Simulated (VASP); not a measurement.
Method: PBEsol GGA, VASP's PBE PAW potentials (set 64) (plane waves; VASP).

VASP ran on this input.

**KPOINTS**
```
Automatic mesh
0
Gamma
5 5 5
0 0 0
```

### POSCAR
```
Sr3Li
5.9984630
 -0.4489451715   0.4489451715   1.0000000000
  0.4489451715  -0.4489451715   1.0000000000
  0.4489451715   0.4489451715  -1.0000000000
Sr Li
3 1
Cart
  0.0000000000   0.0000000000   1.0000000000
 -0.0000000000   0.4489451715   0.5000000000
  0.4489451715   0.0000000000   0.5000000000
  0.0000000000   0.0000000000   0.0000000000
```

### INCAR
```
# general
SYSTEM =Sr3Li
PREC   =Accurate
ENCUT  =400
LREAL  =.False.
LASPH  =.True.

# electronic loop
EDIFF  =1E-6
NELM   =100
ALGO   =Normal
LMAXMIX=4

# smearing
ISMEAR =0
SIGMA  =0.136

# functional
GGA    =PS

# ions
ISIF   =2

# output
LWAVE  =.False.
LCHARG =.False.
```

POTCAR, in this order: Sr_sv Li_sv (PBE.64 set). Program: vasp_std.

Output

OSZICAR:
```
       N       E                     dE             d eps       ncg     rms          rms(c)
DAV:   1     0.199993711463E+03    0.19999E+03   -0.12620E+04   720   0.117E+03
DAV:   2     0.118974946202E+02   -0.18810E+03   -0.18477E+03   860   0.292E+02
DAV:   3    -0.596812394153E+01   -0.17866E+02   -0.17527E+02  1232   0.658E+01
DAV:   4    -0.714796215792E+01   -0.11798E+01   -0.11607E+01  1032   0.166E+01
DAV:   5    -0.718881317877E+01   -0.40851E-01   -0.40691E-01  1076   0.299E+00    0.223E+01
DAV:   6    -0.715305840821E+01    0.35755E-01   -0.57474E-02  1016   0.177E+00    0.127E+01
DAV:   7    -0.713755076665E+01    0.15508E-01   -0.72820E-02  1184   0.203E+00    0.690E-01
DAV:   8    -0.713757346522E+01   -0.22699E-04   -0.64588E-03  1116   0.505E-01    0.150E-01
DAV:   9    -0.713767211530E+01   -0.98650E-04   -0.58631E-04  1128   0.135E-01    0.849E-02
DAV:  10    -0.713769548975E+01   -0.23374E-04   -0.39510E-05  1136   0.409E-02    0.263E-02
DAV:  11    -0.713769769153E+01   -0.22018E-05   -0.41982E-06   920   0.125E-02    0.615E-03
DAV:  12    -0.713769796976E+01   -0.27824E-06   -0.93158E-07   564   0.723E-03
   1 F= -.71376980E+01 E0= -.71131104E+01  d E =-.491751E-01
```

**OUTCAR**
```
------------------------ aborting loop because EDIFF is reached ----------------------------------------
  FORCE on cell =-STRESS in cart. coord.  units (eV):
  Direction    XX          YY          ZZ          XY          YZ          ZX
  --------------------------------------------------------------------------------------
  Total        0.4449053      0.4449053     -0.2185928      0.0000000     -0.0000000     -0.0000000
  in kB        4.0964869      4.0964869     -2.0127036      0.0000000     -0.0000000     -0.0000000
  external PRESSURE =       2.0600901 kB  Pullay stress =       0.0000000 kB
  volume of cell :      174.01
      direct lattice vectors                 reciprocal lattice vectors
    -2.692981000  2.692981000  5.998463000     0.000000000  0.185667853  0.083354686
     2.692981000 -2.692981000  5.998463000     0.185667853  0.000000000  0.083354686
     2.692981000  2.692981000 -5.998463000     0.185667853  0.185667853  0.000000000
 POSITION                                       TOTAL-FORCE (eV/Angst)
 -----------------------------------------------------------------------------------
      0.00000      0.00000      5.99846        -0.000000     -0.000000     -0.000000
     -0.00000      2.69298      2.99923         0.000000      0.000000      0.000000
      2.69298     -0.00000      2.99923         0.000000     -0.000000     -0.000000
      0.00000      0.00000      0.00000        -0.000000     -0.000000     -0.000000
 -----------------------------------------------------------------------------------
    total drift:                                0.000000     -0.000000      0.000000
  FREE ENERGIE OF THE ION-ELECTRON SYSTEM (eV)
  ---------------------------------------------------
  free  energy   TOTEN  =        -7.1376979698 eV

  energy  without entropy=       -7.0885228325  energy(sigma->0) =       -7.11311040
```
(Selected blocks of OUTCAR.)

At this cut-off the stress carries a Pulay error, which pulls relaxed volumes low.

The structure was generated: Sr3Li was put into an ordered model structure, which need not be its known phase. The cell was not relaxed at this level. The k-mesh is coarse (spacing up to 0.33 per Å, 2π included), so the numbers may not be converged in it. The electron count is odd and the run is not spin-polarised, which forces a metal.
